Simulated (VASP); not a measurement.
# MgC2 (P4_2/mnm) in VASP: settings compared

Aim: see how the results for MgC2 move with the level of theory and the settings. Levels: PBEsol, LDA. Tasks: relaxation of cell and atoms.

Everything below comes from runs of VASP 6.6.1. Logs are shortened: lines on timing, memory, paths and dates and some standing lists are left out, and cuts for length are marked.

## Step 1: Starting point

The structure is tetragonal, space group P4_2/mnm (No. 136). Conventional cell: a = 3.951 Å, b = 3.951 Å, c = 4.987 Å, α = 90.00°, β = 90.00°, γ = 90.00°. Mg (site symmetry mmm) has 2 C at 2.17 Å as nearest neighbours. C (site symmetry m2m) has 1 C at 1.26 Å as nearest neighbours.

The cell comes from a database or a generator and needn't be the stable form of this composition.

## Step 2: Relaxation of cell and atoms, PBEsol

INCAR reads:

```
SYSTEM = MgC2
  PREC = Accurate
  ENCUT = 600
  EDIFF = 1E-7
  ISMEAR = 0
  SIGMA = 0.02
  LREAL = .FALSE.
  LASPH = .TRUE.
  NELM = 60
  ALGO = Fast
  ISIF = 3
  LWAVE = .FALSE.
  LCHARG = .FALSE.
  GGA = PS
  IBRION = 2
  NSW = 90
  EDIFFG = -0.005
```

KPOINTS reads:

```
regular mesh
0
G
  6 6 6
  0 0 0
```

POSCAR reads:

```
MgC2
1.0
    3.9507770000      0.0000000000      0.0000000000
    0.0000000000      3.9507770000      0.0000000000
    0.0000000000      0.0000000000      4.9870890000
Mg C
2 4
Direct
    0.5000000000      0.5000000000      0.0000000000
    0.0000000000      0.0000000000      0.5000000000
    0.8876550000      0.8876550000      0.0000000000
    0.6123450000      0.3876550000      0.5000000000
    0.1123450000      0.1123450000      0.0000000000
    0.3876550000      0.6123450000      0.5000000000
```

Potentials or basis: VASP PAW PBE potentials, release 64 (Mg, C).

Command:

```
$ cat potpaw_PBE.64/Mg/POTCAR potpaw_PBE.64/C/POTCAR > POTCAR
$ mpirun -np 1 vasp_std > vasp.out
```

OUTCAR:

```text
SYSTEM = MgC2
   PREC = Accurate
   ENCUT = 600
   EDIFF = 1E-7
   ISMEAR = 0
   LREAL = .FALSE.
   LASPH = .TRUE.
   NELM = 60
   ISIF = 3
   GGA = PS
   IBRION = 2
   NSW = 90
   EDIFFG = -0.005

 ion  position               nearest neighbor table
   1  0.500  0.500  0.000-   3 2.17   5 2.17   4 2.57   6 2.57   4 2.57   6 2.57   5 2.86   5 2.86
                             3 2.86   3 2.86
   2  0.000  0.000  0.500-   4 2.17   6 2.17   5 2.57   3 2.57   3 2.57   5 2.57   4 2.86   6 2.86
                             4 2.86   6 2.86
   3  0.888  0.888  0.000-   5 1.26   1 2.17   2 2.57   2 2.57   1 2.86   1 2.86
   4  0.612  0.388  0.500-   6 1.26   2 2.17   1 2.57   1 2.57   2 2.86   2 2.86
   5  0.112  0.112  0.000-   3 1.26   1 2.17   2 2.57   2 2.57   1 2.86   1 2.86
   6  0.388  0.612  0.500-   4 1.26   2 2.17   1 2.57   1 2.57   2 2.86   2 2.86

  LATTYP: Found a simple tetragonal cell.
 ALAT       =     3.9507770000
 C/A-ratio  =     1.2623058705

  Lattice vectors:

 A1 = (   3.9507770000,   0.0000000000,   0.0000000000)
 A2 = (   0.0000000000,   3.9507770000,   0.0000000000)
 A3 = (   0.0000000000,   0.0000000000,   4.9870890000)

Analysis of symmetry for initial positions (statically):
=====================================================================
 Subroutine PRICEL returns:
 Original cell was already a primitive cell.

 Routine SETGRP: Setting up the symmetry group for a
 simple tetragonal supercell.

 Subroutine GETGRP returns: Found 16 space group operations
 (whereof  8 operations were pure point group operations)
 out of a pool of 16 trial point group operations.

The static configuration has the point symmetry D_2h.
 The point group associated with its full space group is D_4h.

Analysis of symmetry for dynamics (positions and initial velocities):
=====================================================================
 Subroutine PRICEL returns:
 Original cell was already a primitive cell.

 Routine SETGRP: Setting up the symmetry group for a
 simple tetragonal supercell.

 Subroutine GETGRP returns: Found 16 space group operations
 (whereof  8 operations were pure point group operations)
 out of a pool of 16 trial point group operations.

The dynamic configuration has the point symmetry D_2h.
 The point group associated with its full space group is D_4h.

 Subroutine INISYM returns: Found 16 space group operations
 (whereof  8 operations are pure point group operations),
 and found     1 'primitive' translations

----------------------------------------------------------------------------------------

                                     Primitive cell

  volume of cell :      77.8417

  direct lattice vectors                    reciprocal lattice vectors
     3.950777000  0.000000000  0.000000000     0.253114767  0.000000000  0.000000000
     0.000000000  3.950777000  0.000000000     0.000000000  0.253114767  0.000000000
     0.000000000  0.000000000  4.987089000     0.000000000  0.000000000  0.200517777

  length of vectors
     3.950777000  3.950777000  4.987089000     0.253114767  0.253114767  0.200517777

  position of ions in fractional coordinates (direct lattice)
     0.500000000  0.500000000  0.000000000
     0.000000000  0.000000000  0.500000000
     0.887655000  0.887655000  0.000000000
     0.612345000  0.387655000  0.500000000
     0.112345000  0.112345000  0.000000000
     0.387655000  0.612345000  0.500000000

  ion indices of the primitive-cell ions
   primitive index   ion index
                 1           1
                 2           2
                 3           3
                 4           4
                 5           5
                 6           6

----------------------------------------------------------------------------------------

 KPOINTS: regular mesh

Automatic generation of k-mesh.
 Grid dimensions read from file:
 generate k-points for:    6    6    6

 Generating k-lattice:

  Cartesian coordinates                     Fractional coordinates (reciprocal lattice)
     0.042185795  0.000000000  0.000000000     0.166666667  0.000000000  0.000000000
     0.000000000  0.042185795  0.000000000     0.000000000  0.166666667  0.000000000
     0.000000000  0.000000000  0.033419630     0.000000000  0.000000000  0.166666667

  Length of vectors
     0.042185795  0.042185795  0.033419630

  Shift w.r.t. Gamma in fractional coordinates (k-lattice)
     0.000000000  0.000000000  0.000000000

 Subroutine IBZKPT returns following result:
 ===========================================

 Found     40 irreducible k-points:

 Following reciprocal coordinates:
            Coordinates               Weight
  0.000000  0.000000  0.000000      1.000000
  0.166667  0.000000  0.000000      4.000000
  0.333333  0.000000  0.000000      4.000000
  0.500000  0.000000  0.000000      2.000000
  0.166667  0.166667  0.000000      4.000000
  0.333333  0.166667  0.000000      8.000000
[... 16 lines left out ...]
  0.333333  0.000000  0.333333      8.000000
  0.500000  0.000000  0.333333      4.000000
 [... further k-points ...]
   k-points           NKPTS =     40   k-points in BZ     NKDIM =     40   number of bands    NBANDS=     14
   number of dos      NEDOS =    301   number of ions     NIONS =      6
   total plane-waves  NPLWV =  40960
   dimension x,y,z NGX =    32 NGY =   32 NGZ =   40
   dimension x,y,z NGXF=    64 NGYF=   64 NGZF=   80
   ions per type =               2   4
   NGX,Y,Z   is equivalent  to a cutoff of  13.47, 13.47, 13.33 a.u.
   NGXF,Y,Z  is equivalent  to a cutoff of  26.93, 26.93, 26.67 a.u.
 SYSTEM =  MgC2
   PREC   = accura    normal or accurate (medium, high low for compatibility)
   ISTART =      0    job   : 0-new  1-cont  2-samecut
   ICHARG =      2    charge: 1-file 2-atom 10-const
   ISPIN  =      1    spin polarized calculation?
   LNONCOLLINEAR =      F non collinear calculations
   LSORBIT =      F    spin-orbit coupling
   LASPH  =      T    aspherical Exc in radial PAW
   ENCUT  =  600.0 eV  44.10 Ry    6.64 a.u.   7.89  7.89  9.96*2*pi/ulx,y,z
   NELM   =     60;   NELMIN=  2; NELMDL= -5     # of ELM steps
   EDIFF  = 0.1E-06   stopping-criterion for ELM
   LREAL  =      F    real-space projection
   EDIFFG = -.5E-02   stopping-criterion for IOM
   NSW    =     90    number of steps for IOM
   IBRION =      2    ionic relax: 0-MD 1-quasi-New 2-CG
   NFREE  =      1    steps in history (QN), initial steepest desc. (CG)
   ISIF   =      3    stress and relaxation
   ISYM   =      2    0-nonsym 1-usesym 2-fastsym
   POTIM  = 0.5000    time-step for ionic-motion
   TEBEG  =    0.0;   TEEND  =   0.0 temperature during run
   PSTRESS=    0.0 pullay stress
   NELECT =      20.0000    total number of electrons
   NUPDOWN=      -1.0000    fix difference up-down
   EMIN   =  10.00;   EMAX   =-10.00  energy-range for DOS
   EFERMI =   0.00;   METHOD = LEGACY
   ISMEAR =     0;   SIGMA  =   0.02  broadening in eV -4-tet -1-fermi 0-gaus
   EFERMI_NEDOS =   21; number of points for ismear=-14 and -15
   IALGO  =     68    algorithm
   IMIX   =      4    mixing-type and parameters
     AMIX     =   0.40;   BMIX     =  1.00
     AMIX_MAG =   1.60;   BMIX_MAG =  1.00
  volume/ion in A,a.u.               =      12.97        87.55
  Fermi-wavevector in a.u.,A,eV,Ry     =   1.040752  1.966737 14.737364  1.083166
  Thomas-Fermi vector in A             =   2.175342
   LORBIT       =      0    0 simple, 1 ext, 2 COOP (PROOUT), +10 PAW based schemes
   GGA     = PS    functional components
   LHFCALC =     F    Hartree Fock is set to
   AEXX    =    0.0000 exact exchange contribution
   IVDW    =     0    specifies the selected vdW correction
   LEPSILON=     F    determine dielectric tensor
   LRPA    =     F    only Hartree local field effects (RPA)
 conjugate gradient relaxation of ions
 non-spin polarized calculation
 RMM-DIIS sequential band-by-band and
 Gauss-broadening in eV      SIGMA  =   0.02
  energy-cutoff  :      600.00
  volume of cell :       77.84
 maximum number of plane-waves:      2636
 NGX is ok and might be reduce to    32
   NGX = 15   NGY = 15   NGZ = 19

--------------------------------------- Ionic step        1  -------------------------------------------

 number of electron      20.0000001 magnetization

 Free energy of the ion-electron system (eV)
  ---------------------------------------------------
  ext. energy  EPLUGINS =         0.00000000
  ---------------------------------------------------
  free energy    TOTEN  =       -39.10241611 eV

  energy without entropy =      -39.10241611  energy(sigma->0) =      -39.10241611

------------------------ aborting loop because EDIFF is reached ----------------------------------------

  FORCE on cell =-STRESS in cart. coord.  units (eV):
  Direction    XX          YY          ZZ          XY          YZ          ZX
  --------------------------------------------------------------------------------------
  -------------------------------------------------------------------------------------
  Total       -1.1048415     -1.1048415     -1.1666884     -0.0000000      0.0000000      0.0000000
  in kB      -22.7404169    -22.7404169    -24.0133813     -0.0000000      0.0000000      0.0000000
  external PRESSURE =     -23.1647383 kB  Pullay stress =       0.0000000 kB
[... 305 lines left out ...]
  energy  without entropy=      -39.1224014508  energy(sigma->0) =      -39.12240145

--------------------------------------- Ionic step        9  -------------------------------------------

 number of electron      20.0000000 magnetization

 Free energy of the ion-electron system (eV)
  ---------------------------------------------------
  ext. energy  EPLUGINS =         0.00000000
  ---------------------------------------------------
  free energy    TOTEN  =       -39.12247594 eV

  energy without entropy =      -39.12247594  energy(sigma->0) =      -39.12247594

 E-fermi :   1.3752     XC(G=0):  -9.8269

 val. band max:        1.2765257457   @ k =   0.5000   0.5000   0.5000
 cond. band min:       3.5911533053   @ k =   0.0000   0.0000   0.0000
 fundamental gap:      2.3146275597
 Fermi energy:         1.3752117909

 k-point     1 :       0.0000    0.0000    0.0000
  band No.  band energies     occupation
      1     -11.7551      2.00000
      2     -10.7869      2.00000
      3      -2.3945      2.00000
      4      -1.8238      2.00000
      5      -1.7991      2.00000
      6      -1.7991      2.00000
      7      -0.1018      2.00000
      8       0.7714      2.00000
      9       0.8665      2.00000
     10       0.8665      2.00000
     11       3.5912      0.00000
     12       6.4472      0.00000
     13       6.7323      0.00000
     14       6.7323      0.00000
[... 375 lines left out ...]
 k-point    24 :       0.5000    0.0000    0.3333
  band No.  band energies     occupation
      1     -11.0755      2.00000
      2     -11.0755      2.00000
      3      -3.6842      2.00000
      4      -3.6842      2.00000
      5      -0.4294      2.00000
      6      -0.4294      2.00000
      7      -0.2987      2.00000
      8      -0.2987      2.00000
      9       0.6755      2.00000
     10       0.6755      2.00000
     11       5.4108      0.00000
     12       5.4108      0.00000
     13       7.4841      0.00000
     14       7.4841      0.00000

 [... further k-points ...]

------------------------ aborting loop because EDIFF is reached ----------------------------------------

  FORCE on cell =-STRESS in cart. coord.  units (eV):
  Direction    XX          YY          ZZ          XY          YZ          ZX
  --------------------------------------------------------------------------------------
  -------------------------------------------------------------------------------------
  Total        0.0017367      0.0017367      0.0025073      0.0000000      0.0000000      0.0000000
  in kB        0.0369548      0.0369548      0.0533524      0.0000000      0.0000000      0.0000000
  external PRESSURE =       0.0424206 kB  Pullay stress =       0.0000000 kB
[... 21 lines left out ...]
  FREE ENERGIE OF THE ION-ELECTRON SYSTEM (eV)
  ---------------------------------------------------
  free  energy   TOTEN  =       -39.1224759396 eV

  energy  without entropy=      -39.1224759396  energy(sigma->0) =      -39.12247594

 reached required accuracy - stopping structural energy minimisation
```

It took 3.3 min on 1 thread of Intel Xeon Platinum 8259CL at 2.50GHz (Skylake/Cascade Lake), shared host; peak memory 0.23 GiB.

What came out:

```
Free energy                            : -39.1225 eV
Relaxed volume                         : 12.55 Å³/atom
Relaxed cell                           : a = 3.920 Å, b = 3.920 Å, c = 4.899 Å, α = 90.00°, β = 90.00°, γ = 90.00°
Space group after relaxing (to 0.05 Å) : P4_2/mnm (No. 136)
Energy gained by relaxing              : 3.3 meV/atom
Ionic steps                            : 9
Pressure after relaxing                : 0.0 GPa
Band gap on the k mesh                 : 2.31 eV, indirect (least direct gap 2.72 eV)
```

The path:
| step | energy change (eV) | largest force (eV/Å) | pressure (GPa) | volume (Å³) |
| --- | --- | --- | --- | --- |
| 1 | 0.0000 | 0.1019 | -2.32 | 77.84 |
| 2 | -0.0183 | 0.0176 | -0.24 | 75.75 |
| 3 | -0.0186 | 0.0055 | 0.03 | 75.50 |
| 4 | -0.0192 | 0.1626 | -0.24 | 75.44 |
| 5 | -0.0192 | 0.1691 | -0.26 | 75.44 |
| 6 | -0.0194 | 0.1474 | -0.22 | 75.42 |
| 7 | -0.0199 | 0.0828 | -0.12 | 75.36 |
| 8 | -0.0200 | 0.0479 | 0.09 | 75.25 |
| 9 | -0.0201 | 0.0018 | 0.00 | 75.30 |

Final structure:
```
CELL_PARAMETERS angstrom
3.92044 0.00000 0.00000
0.00000 3.92044 0.00000
0.00000 0.00000 4.89893
ATOMIC_POSITIONS crystal
Mg 0.50000 0.50000 0.00000
Mg 0.00000 0.00000 0.50000
C 0.88688 0.88688 0.00000
C 0.61312 0.38688 0.50000
C 0.11312 0.11312 0.00000
C 0.38688 0.61312 0.50000
```

Caveat: the standard files for N, O and F lose accuracy on very short bonds; the PAW data sets were made with another functional, which shifts forces and pressure a little.

## Step 3: Relaxation of cell and atoms, LDA

Edit INCAR of step 2 so:

```diff
@@ -13,3 +13,3 @@
   LCHARG = .FALSE.
-  GGA = PS
+  GGA = CA
   IBRION = 2
```

KPOINTS is that of step 2.

POSCAR is that of step 2.

Potentials or basis: VASP PAW LDA potentials, release 64 (Mg, C).

Command:

```
$ cat potpaw_LDA.64/Mg/POTCAR potpaw_LDA.64/C/POTCAR > POTCAR
$ mpirun -np 1 vasp_std > vasp.out
```

Run time: 6.2 min. Hardware: 1 thread of Intel Xeon Platinum 8259CL at 2.50GHz (Skylake/Cascade Lake), shared host; peak memory 0.21 GiB.

The run converged. Its results:

```
Free energy                            : -41.1994 eV
Relaxed volume                         : 12.08 Å³/atom
Relaxed cell                           : a = 3.878 Å, b = 3.878 Å, c = 4.820 Å, α = 90.00°, β = 90.00°, γ = 90.00°
Space group after relaxing (to 0.05 Å) : P4_2/mnm (No. 136)
Energy gained by relaxing              : 16.2 meV/atom
Ionic steps                            : 22
Pressure after relaxing                : 0.0 GPa
Largest force after relaxing           : 0.004 eV/Å
Band gap on the k mesh                 : 2.21 eV, indirect (least direct gap 2.62 eV)
```

Forces in eV/Å, atoms in the order of the input:
```
Mg   0.000  0.000  0.000
Mg   0.000  0.000  0.000
C    0.003  0.003  0.000
C   -0.003  0.003  0.000
C   -0.003 -0.003  0.000
C    0.003 -0.003  0.000
```

The path:
```
step  energy change (eV)  largest force (eV/Å)  pressure (GPa)  volume (Å³)
   1              0.0000                0.3793           -6.00        77.84
   2              0.2150                5.6897            8.50        72.50
   3             -0.0349                1.0323           -2.56        76.32
   4             -0.0917                0.0294           -0.53        73.28
   5             -0.0925                0.0964           -0.24        72.90
   6             -0.0938                0.1117            0.35        72.62
   7             -0.0938                0.1666            0.50        72.55
   8             -0.0945                0.1243            0.49        72.47
   9             -0.0959                0.0022            0.49        72.25
  10             -0.0950                0.2518            0.51        71.80
  11             -0.0961                0.0807            0.49        72.11
  12             -0.0965                0.0414            0.50        72.12
  13             -0.0970                0.0775            0.52        72.17
  14             -0.0973                0.0298            0.22        72.25
  15             -0.0973                0.0501            0.16        72.27
  16             -0.0974                0.0244            0.12        72.33
  17             -0.0974                0.0357            0.00        72.46
  18             -0.0974                0.0006            0.07        72.38
  19             -0.0974                0.0015            0.06        72.39
  20             -0.0975                0.0080            0.01        72.43
  21             -0.0975                0.0213           -0.07        72.49
  22             -0.0975                0.0039           -0.04        72.49
```

Final structure:
```
Mg C
1.0
     3.87818    0.00000    0.00000
     0.00000    3.87818    0.00000
     0.00000    0.00000    4.82002
Mg C
2 4
Cartesian
  1.9391 1.9391 0.0000
  0.0000 0.0000 2.4100
  3.4379 3.4379 0.0000
  2.3794 1.4988 2.4100
  0.4403 0.4403 0.0000
  1.4988 2.3794 2.4100
```

Levels at points of the mesh, in eV from the valence-band top:
```csv
k point,band 8,band 9,band 10,band 11,band 12,band 13
"(0.00, 0.00, 0.00)",-0.55,-0.40,-0.40,2.21,5.19,5.44
"(0.50, 0.00, 0.00)",-1.78,-0.33,-0.33,5.27,5.27,5.39
"(0.50, 0.50, 0.00)",-1.85,-1.05,-1.05,3.67,3.67,6.82
"(0.00, 0.00, 0.50)",-0.91,-0.35,-0.35,3.39,3.39,5.65
"(0.50, 0.00, 0.50)",-1.45,-0.81,-0.81,3.91,3.91,6.46
"(0.50, 0.50, 0.50)",-2.92,0.00,0.00,5.19,5.19,7.98
```

Caveat: the standard files for N, O and F lose accuracy on very short bonds.
